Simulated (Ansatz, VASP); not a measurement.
# NiPt: VASP beside Ansatz

Wanted: the spread between two codes on one cell, functional and k mesh.

Program: Ansatz 0.2.0. Level of theory: plane waves, with VASP 6.6.1 beside it; single point at r2SCAN. Results are calculated unless marked as measured.

## (1) Set-up

It takes space group Pmm2 (No. 25, orthorhombic). Conventional cell: a = 2.710 Å, b = 3.578 Å, c = 2.710 Å, α = 90.00°, β = 90.00°, γ = 90.00°. Nearest to Ni lie 8 Pt at 2.59 to 2.65 Å and 4 Ni at 2.71 Å. Nearest to Pt lie 8 Ni at 2.59 to 2.65 Å and 4 Pt at 2.71 Å. Farther neighbours are not listed. That group holds within 0.01 Å; judged at 0.001 Å it is Pm (No. 6).

## (2) Ansatz: single point, r2SCAN

Ansatz runs on its default PAW (the set named soft_2) files.

A single point gives forces, pressure and levels at one fixed geometry, so differences don't come from the geometry; what else differs is listed under the comparison.

The input, input.yaml:

```yaml
crystal:
  lattice:
    - [2.7099397941, 0.0, 0.0]
    - [0.0, 2.7099397941, 0.0]
    - [0.0, 0.0, 3.57832]
  atoms:
    - { symbol: Ni, position: [0.494261, 0.511552, 0.509931], spin: 1.0 }
    - { symbol: Pt, position: [-0.005703, -0.009314, 0.009274] }
hamiltonian:
  xc: r2scan
  pseudopotentials: { kind: paw }
magnetization:
  spin_polarized: true
kpoints:
  mp_grid: { grid: [8, 8, 6] }
scf:
  occupations: { method: gaussian, width: 0.05 }
  n_extra_bands: 6
output:
  forces: true
  stress: true
  eigenvalues: true
```

Started as:

```
$ ansatz run input.yaml --threads 2 --pin off --max-ram 4608MiB --backend cpu --events-out ev --progress --plain --runs-dir out
```

Numbers of over 12 decimals in the logs are rounded to 6 here.

What it wrote:

```text
scf.n_extra_bands = 6 over 18 filled bands (N_el = 36.0): the run solves 24 bands
Engine: ansatz 0.2.0, x86_64-unknown-linux-gnu
Pseudopotentials: kind: paw
Pseudopotential: Ni, paw, valence charge 18, recommended cutoff 500 eV (meta_gga), Ni.paw.azcp
Pseudopotential: Pt, paw, valence charge 18, recommended cutoff 500 eV (meta_gga), Pt.paw.azcp
Functional definition: r2SCAN
  parameter k0 = 0.174
  parameter k1 = 0.065
  parameter a1 = 4.9479
  exchange = r2scan_x(k0 = k0, k1 = k1, a1 = a1)
  correlation = r2scan_c
Crystal: 2 atoms, lattice volume = 26.278 Å³
Basis set: ecut = 500 eV, 649 PW (Γ), exchange–correlation on 80×80×108 points (64 copies of the dense FFT grid, shifted against one another)
Bands: 24, of which v1, the nominal top of the filled ones, is band 18 counted from 1 (17 counted from 0)
Symmetry: 1 space group operations
Space group: P1 (ITA 1), of the structure as read, at distance tolerance 3.0e-5 Å
Magnetic group: BNS 1.1 (UNI 1), of the structure as read, at distance tolerance 3.0e-5 Å
k-points: 196 of 384 (time reversal used)
Non-local potential: Ni, projectors of the file, l = 0: 3, l = 1: 2, l = 2: 3, l = 3: 1
Non-local potential: Pt, projectors of the file, l = 0: 3, l = 1: 2, l = 2: 2, l = 3: 1
PAW form: soft (Blöchl's): semilocal exchange-correlation on the pseudo side does not see the compensation charge
PAW frozen core: Ni, regenerated for the run's functional (the file was generated under x = pbe(κ = 0.804, μ = 0.219515), c = pbe(β = 0.066725))
PAW frozen core: Pt, regenerated for the run's functional (the file was generated under x = pbe(κ = 0.804, μ = 0.219515), c = pbe(β = 0.066725))
PAW one-centre angular grid: Ni, 590 points (default); XC on 160 Gauss nodes
PAW one-centre angular grid: Pt, 590 points (default); XC on 160 Gauss nodes
Initial density: superposition of atomic densities (chi_scale 0.1, normalization cell)
Starting moments: Σ|m| = 1 μB on 1 of 2 sites
Initial wavefunctions: pseudopotential atomic-orbital guess
Functional: x = r2scan, c = r2scan; τ floored in thin density (d = 2e-4 eV/Å³)
SCF iter   1: F=—  HF=-18381.152078 eV  |F-HF|=—  |Δ(HF+E_count)|=         —  Δρ=6.29e-2 (↑4.45e-2 ↓6.29e-2)  dr2=3.50e0  dr2_τ=4.50e-2  dr2_m=1.05e-1  M=1.299 μB ∫|m|=1.337 μB  β_m=1.00  ethr=3.10e-3  ⟨swp⟩=5.6  Hψ=37107  notcnv=0
Mixer restart at iter 1: flushing history
preconditioner: auto → none  [metal: Δε(μ)=0.003 eV  Ē_g=11.764 eV  σ=0.050 eV  W_gap=0.03  n_scr=6 (ndim 8)  ℏωp=32.4 eV  f_vac=0.000  D(μ)=2.95/eV (n_scr^D=36)  sad-step TF]
SCF iter   2: F=—  HF=-18381.645316 eV  |F-HF|=—  |Δ(HF+E_count)|=   4.93e-1  Δρ=3.63e-2 (↑2.99e-2 ↓3.63e-2)  dr2=1.46e0  dr2_τ=9.97e-3  dr2_m=7.17e-3  M=1.337 μB ∫|m|=1.439 μB  β_m=1.00  ethr=3.10e-3  ⟨swp⟩=2.1  Hψ=14311  notcnv=0  defer=539  κ⁻¹=1.0e0(r=1)
SCF iter   3: F=—  HF=-18382.267375 eV  |F-HF|=—  |Δ(HF+E_count)|=   6.22e-1  Δρ=1.20e-2 (↑1.06e-2 ↓1.20e-2)  dr2=3.28e-2  dr2_τ=2.27e-3  dr2_m=3.95e-3  M=1.354 μB ∫|m|=1.543 μB  β_m=1.00  ethr=3.10e-3  ⟨swp⟩=3.1  Hψ=16292  notcnv=0  defer=540  κ⁻¹=5.8e-2(r=2)
SCF iter   4: F=—  HF=-18382.266053 eV  |F-HF|=—  |Δ(HF+E_count)|=         —  Δρ=1.08e-2 (↑7.95e-3 ↓1.08e-2)  dr2=7.56e-2  dr2_τ=3.57e-4  dr2_m=9.08e-4  M=1.358 μB ∫|m|=1.535 μB  β_m=1.00  ethr=9.11e-5  ⟨swp⟩=2.4  Hψ=20898  notcnv=0  defer=558
Mixer restart at iter 4: flushing history
SCF iter   5: F=—  HF=-18382.309338 eV  |F-HF|=—  |Δ(HF+E_count)|=   4.33e-2  Δρ=9.11e-3 (↑4.87e-3 ↓9.11e-3)  dr2=1.57e-2  dr2_τ=9.14e-4  dr2_m=2.87e-3  M=1.376 μB ∫|m|=1.561 μB  β_m=1.00  ethr=9.11e-5  ⟨swp⟩=2.4  Hψ=15074  notcnv=0  defer=558  κ⁻¹=1.0e0(r=1)
SCF iter   6: F=—  HF=-18382.309430 eV  |F-HF|=—  |Δ(HF+E_count)|=   9.18e-5  Δρ=4.72e-3 (↑3.85e-3 ↓4.72e-3)  dr2=6.83e-3  dr2_τ=1.33e-4  dr2_m=9.66e-5  M=1.370 μB ∫|m|=1.553 μB  β_m=1.00  ethr=4.37e-5  ⟨swp⟩=2.1  Hψ=16426  notcnv=0  defer=564  κ⁻¹=1.3e-2(r=2)
SCF iter   7: F=—  HF=-18382.327603 eV  |F-HF|=—  |Δ(HF+E_count)|=   1.82e-2  Δρ=2.91e-3 (↑2.00e-3 ↓2.91e-3)  dr2=1.46e-3  dr2_τ=4.04e-5  dr2_m=9.24e-5  M=1.364 μB ∫|m|=1.552 μB  β_m=1.00  ethr=1.90e-5  ⟨swp⟩=2.4  Hψ=15459  notcnv=0  defer=564  κ⁻¹=3.0e-3(r=3)
SCF iter   8: F=—  HF=-18382.336610 eV  |F-HF|=—  |Δ(HF+E_count)|=   9.01e-3  Δρ=1.35e-3 (↑1.02e-3 ↓1.35e-3)  dr2=2.40e-4  dr2_τ=5.78e-6  dr2_m=1.67e-5  M=1.354 μB ∫|m|=1.543 μB  β_m=1.00  ethr=4.04e-6  ⟨swp⟩=2.0  Hψ=16939  notcnv=0  defer=564  κ⁻¹=4.0e-4(r=4)
[...]
SCF iter  10: F=—  HF=-18382.338911 eV  |F-HF|=—  |Δ(HF+E_count)|=   5.93e-4  Δρ=3.01e-4 (↑1.82e-4 ↓3.01e-4)  dr2=1.28e-5  dr2_τ=3.49e-7  dr2_m=3.59e-6  M=1.343 μB ∫|m|=1.533 μB  β_m=1.00  ethr=2.43e-7  ⟨swp⟩=2.0  Hψ=16485  notcnv=0  defer=564  κ⁻¹=1.7e-5(r=6)
SCF iter  11: F=—  HF=-18382.338968 eV  |F-HF|=—  |Δ(HF+E_count)|=   5.69e-5  Δρ=1.40e-4 (↑1.40e-4 ↓1.22e-4)  dr2=1.29e-6  dr2_τ=2.72e-7  dr2_m=3.02e-6  M=1.344 μB ∫|m|=1.535 μB  β_m=1.00  ethr=3.55e-8  ⟨swp⟩=2.0  Hψ=16510  notcnv=0  defer=564  κ⁻¹=3.9e-6(r=7)
SCF iter  12: F=—  HF=-18382.338994 eV  |F-HF|=—  |Δ(HF+E_count)|=   2.64e-5  Δρ=7.16e-5 (↑6.25e-5 ↓7.16e-5)  dr2=8.60e-7  dr2_τ=2.44e-8  dr2_m=3.65e-7  M=1.346 μB ∫|m|=1.538 μB  β_m=1.00  ethr=3.58e-9  ⟨swp⟩=2.0  Hψ=16613  notcnv=0  defer=564  κ⁻¹=2.3e-6(r=8)
SCF iter  13: F=—  HF=-18382.338996 eV  |F-HF|=—  |Δ(HF+E_count)|=   1.97e-6  Δρ=3.96e-5 (↑2.70e-5 ↓3.96e-5)  dr2=2.31e-7  dr2_τ=6.84e-9  dr2_m=3.61e-8  M=1.347 μB ∫|m|=1.538 μB  β_m=1.00  ethr=2.39e-9  ⟨swp⟩=2.0  Hψ=16414  notcnv=0  defer=564  κ⁻¹=2.6e-6(r=8)
SCF iter  14: F=—  HF=-18382.338997 eV  |F-HF|=—  |Δ(HF+E_count)|=   4.63e-7  Δρ=2.96e-5 (↑1.80e-5 ↓2.96e-5)  dr2=1.14e-7  dr2_τ=2.61e-9  dr2_m=1.66e-8  M=1.346 μB ∫|m|=1.537 μB  β_m=1.00  ethr=6.43e-10  ⟨swp⟩=2.0  Hψ=16307  notcnv=0  defer=564  κ⁻¹=1.0e-5(r=8)
SCF iter  15: F=—  HF=-18382.338998 eV  |F-HF|=—  |Δ(HF+E_count)|=   1.04e-6  Δρ=1.87e-5 (↑1.23e-5 ↓1.87e-5)  dr2=4.64e-8  dr2_τ=8.93e-10  dr2_m=3.85e-9  M=1.346 μB ∫|m|=1.537 μB  β_m=1.00  ethr=3.16e-10  ⟨swp⟩=2.0  Hψ=16265  notcnv=0  defer=564  κ⁻¹=9.6e-6(r=8)
SCF iter  16: F=—  HF=-18382.338998 eV  |F-HF|=—  |Δ(HF+E_count)|=   5.79e-7  Δρ=1.43e-5 (↑7.54e-6 ↓1.43e-5)  dr2=1.88e-8  dr2_τ=4.64e-10  dr2_m=6.16e-9  M=1.346 μB ∫|m|=1.537 μB  β_m=1.00  ethr=1.29e-10  ⟨swp⟩=2.0  Hψ=16470  notcnv=0  defer=564  κ⁻¹=5.8e-6(r=8)
SCF iter  17: F=—  HF=-18382.338998 eV  |F-HF|=—  |Δ(HF+E_count)|=   1.07e-7  Δρ=1.39e-5 (↑6.41e-6 ↓1.39e-5)  dr2=2.92e-8  dr2_τ=4.91e-10  dr2_m=8.73e-9  M=1.346 μB ∫|m|=1.537 μB  β_m=1.00  ethr=5.22e-11  ⟨swp⟩=8.0  Hψ=43549  notcnv=0  κ⁻¹=3.5e-5(r=8)
SCF iter  18: F=—  HF=-18382.338998 eV  |F-HF|=—  |Δ(HF+E_count)|=   3.95e-8  Δρ=6.02e-6 (↑3.87e-6 ↓6.02e-6)  dr2=3.69e-9  dr2_τ=1.06e-10  dr2_m=7.56e-10  M=1.346 μB ∫|m|=1.538 μB  β_m=1.00  ethr=5.22e-11  ⟨swp⟩=4.0  Hψ=29225  notcnv=0  κ⁻¹=2.8e-5(r=8)
SCF iter  19: F=-18382.338998 eV  HF=-18382.338998 eV  |F-HF|=3.59e-9  |Δ(HF+E_count)|=   7.54e-8  Δρ=1.12e-5 (↑3.27e-6 ↓1.12e-5)  dr2=2.31e-8  dr2_τ=1.63e-10  dr2_m=6.92e-9  M=1.346 μB ∫|m|=1.537 μB  ethr=1.02e-11  ⟨swp⟩=2.1  Hψ=31076  notcnv=0
SCF 1 converged in 19 iterations: F = -18382.338998 eV  dr2 = 2.31e-8
  greatest PAW one-centre occupation: 1.002 electrons in one spin orbital (limit 2), on the Ni atom at site 0 (counted from 0), in its partial waves of l = 1
this state was not tested for a lower state beside it, because the mixer in use, unlike msr1, does not test its closes by its own steps (another_mixer; see scf.mixing.algorithm and scf.lower_state_search)
SCF converged after 19 iterations
Magnetization: 1.3462 μB (18.6731 up, 17.3269 down)
Absolute magnetization: 1.5385 μB (∫|ρ↑−ρ↓|, with the PAW one-centre terms)
Spin contamination: 0.0327 ħ² per cell (⟨S²⟩ above its minimum at these occupations)
Per-site moments (μB) at R_I (Å): [(0.998238, 1.068866), (0.428770, 1.068866)]
Free energy (F): -18382.338998 eV
Harris-Foulkes:  -18382.338998 eV  (|F-HF|=3.59e-9)
Internal energy: -18382.336242 eV  (E = F + TS)
E sigma→0 (E₀):  -18382.337620 eV
Entropy (-TS):   -0.002757 eV (-1.378 meV/atom)
Fermi energy:    20.679167 eV
--- Per-component energies (eV) ---
  E_band       = -453.051404
  E_kinetic    = 919.343721
  E_local      = -5031.483658  (includes V_loc(G=0)·N_el)
  E_nonlocal   = 844.792671
  E_hartree    = 2050.260417
  E_xc         = -328.969989
  E_vxc        = -454.418175  (∫ρ·V_xc dr)
  E_paw        = -11126.120003  (= ΣΔE_a)
  E_vpaw       = -861.918060  (= ΣTr[D̂ρ^β])
  E_aug_tail   = 0.000379  (compensation charges beyond the density's cutoff)
  E_vtau       = 30.122050  (kinetic-family band-sum trace: ∫τ·v_τ [+ j·A + Jᵃ·Aᵃ] dr)
  E_ewald      = -5709.628217
  E_core_change = -0.531563  (= ΣΔE_core)
  E_smearing   = -0.002757  (= −TS)
  E_closure    = 0.000000  (closes the sum)
  Σ components = -18382.338998   (vs F -18382.338998, Δ=0.00e0)
--- Forces (eV/Å), atoms counted from 1 ---
  atom   1  Ni     0.00051963    -0.29642089    -0.02129857
  atom   2  Pt    -0.00051964     0.29641896     0.02129826
  max |Σ_I F_I| component: 1.93e-6 eV/Å
--- Stress (GPa, compression-positive) ---
        0.440253      -0.000533       0.000052
       -0.000533       0.453249       0.028272
        0.000035       0.028294      -0.692950
  P = ⅓ Tr σ = 0.0669 GPa (0.669 kbar)
--- Band table (eV; the first three rows and the last of 392) ---
  k-point 0 ↑: bands = [... 14 lower, 18.5702, 19.1585, 20.1326, 20.1477, 20.2234, 23.8865, 31.9450, 32.9262, ... 2 higher]
  k-point 1 ↑: bands = [... 14 lower, 18.6357, 19.0136, 19.8211, 19.8231, 20.1458, 22.2222, 33.7050, 33.7126, ... 2 higher]
  k-point 2 ↑: bands = [... 14 lower, 18.6585, 18.7756, 19.0984, 19.1103, 19.6162, 19.9635, 35.7140, 35.7420, ... 2 higher]
  k-point 195 ↓: bands = [... 14 lower, 19.4021, 19.4842, 20.5318, 21.9599, 28.3878, 28.3905, 28.4534, 29.6923, ... 2 higher]
```

Run time: 43 s. Hardware: 2 threads of Intel Xeon Platinum 8488C (Sapphire Rapids), shared host; peak memory 0.68 GiB; 80 s of CPU time.

The run ends at a pressure of 0.07 GPa, with forces up to 0.30 eV/Å.

## (3) VASP: single point, r2SCAN

The same cell, functional, mesh and smearing now go to VASP, with its own data sets and cutoff.

Lines of VASP's logs that name or quote its potential files are left out, and so is its time.

The input, INCAR:

```
SYSTEM = NiPt
PREC = Accurate
ENCUT = 400
EDIFF = 1E-06
NELM = 100
ISMEAR = 0
SIGMA = 0.05
LREAL = .FALSE.
ALGO = Normal
METAGGA = R2SCAN
LASPH = .TRUE.
NBANDS = 17
ISPIN = 2
MAGMOM = 1 0
LMAXMIX = 4
LORBIT = 11
LWAVE = .FALSE.
LCHARG = .FALSE.
KPAR = 2
ISIF = 2
```

The input, POSCAR:

```
NiPt
1.0
    2.7099397941      0.0000000000      0.0000000000
    0.0000000000      2.7099397941      0.0000000000
    0.0000000000      0.0000000000      3.5783200000
Ni Pt
1 1
Direct
    0.4942610000      0.5115520000      0.5099310000
   -0.0057030000     -0.0093140000      0.0092740000
```

The input, KPOINTS:

```
Automatic mesh
0
Gamma
8 8 6
0 0 0
```

PAW data sets: Ni and Pt (PBE family, release 64).

Started as:

```
$ mpirun -np 2 vasp_std
```

What it wrote:

```text
[banner, memory and clock lines left out]
running    2 mpi-ranks, on    1 nodes
 distrk:  each k-point on    1 cores,    2 groups
 distr:  one band on    1 cores,    1 groups

 POSCAR found type information on POSCAR NiPt
 POSCAR found :  2 types and       2 ions
|                                                                             |
|               ----> ADVICE to this user running VASP <----                  |
|                                                                             |
|     You enforced a specific xc type in the INCAR file but a different       |
|     [... a line on the potential file left out ...]
|     I HOPE YOU KNOW WHAT YOU ARE DOING!                                     |
|                                                                             |

 LDA part: xc-table for (None), standard interpolation
 POSCAR, INCAR and KPOINTS ok, starting setup
 FFT: planning ... GRIDC
 FFT: planning ... GRID_SOFT
 FFT: planning ... GRID
 WAVECAR not read
 entering main loop
       N       E                     dE             d eps       ncg     rms          rms(c)
DAV:   1     0.317862896501E+02    0.31786E+02   -0.82467E+03 14040   0.116E+03
DAV:   2    -0.660940645650E+02   -0.97880E+02   -0.90983E+02 13690   0.239E+02
DAV:   3    -0.691537452579E+02   -0.30597E+01   -0.30020E+01 15681   0.508E+01
DAV:   4    -0.691890355338E+02   -0.35290E-01   -0.35275E-01 15717   0.464E+00
DAV:   5    -0.691899581636E+02   -0.92263E-03   -0.92259E-03 15918   0.813E-01    0.173E+01
DAV:   6    -0.664133316650E+02    0.27766E+01   -0.17252E+01 13942   0.100E+02    0.207E+01
DAV:   7    -0.636919761671E+02    0.27214E+01   -0.61028E+00 16689   0.823E+01    0.706E+00
DAV:   8    -0.637069901623E+02   -0.15014E-01   -0.34560E-01 16391   0.770E+00    0.312E+00
DAV:   9    -0.637072993184E+02   -0.30916E-03   -0.76845E-02 17396   0.577E+00    0.944E-01
DAV:  10    -0.637095594762E+02   -0.22602E-02   -0.10174E-02 15368   0.155E+00    0.464E-01
DAV:  11    -0.637119816126E+02   -0.24221E-02   -0.40115E-03 15978   0.102E+00    0.204E-01
DAV:  12    -0.637124316410E+02   -0.45003E-03   -0.52262E-04 19084   0.293E-01    0.126E-01
DAV:  13    -0.637124873522E+02   -0.55711E-04   -0.10438E-04 15623   0.270E-01    0.659E-02
DAV:  14    -0.637125628046E+02   -0.75452E-04   -0.66937E-05 17221   0.140E-01    0.363E-02
DAV:  15    -0.637125619005E+02    0.90413E-06   -0.12297E-05 17136   0.862E-02    0.110E-02
DAV:  16    -0.637125617941E+02    0.10637E-06   -0.23710E-06 12325   0.274E-02
   1 F= -.63712562E+02 E0= -.63711181E+02  d E =-.276157E-02  mag=     1.3108
```

(Part 1 of 2 ends here.)

[Lines on the potential files, build, host, timing and source positions are cut from VASP's logs without a mark.]

[Logs are printed without paths, hosts, clocks, repeated set-up lines and the standing remarks that a program may print on its own settings, such as how far it seeks lower states.]

[Hosts, paths, dates, database ids (printed as entryN), source tags and the programs' standing remarks are cut or masked in the printed files.]
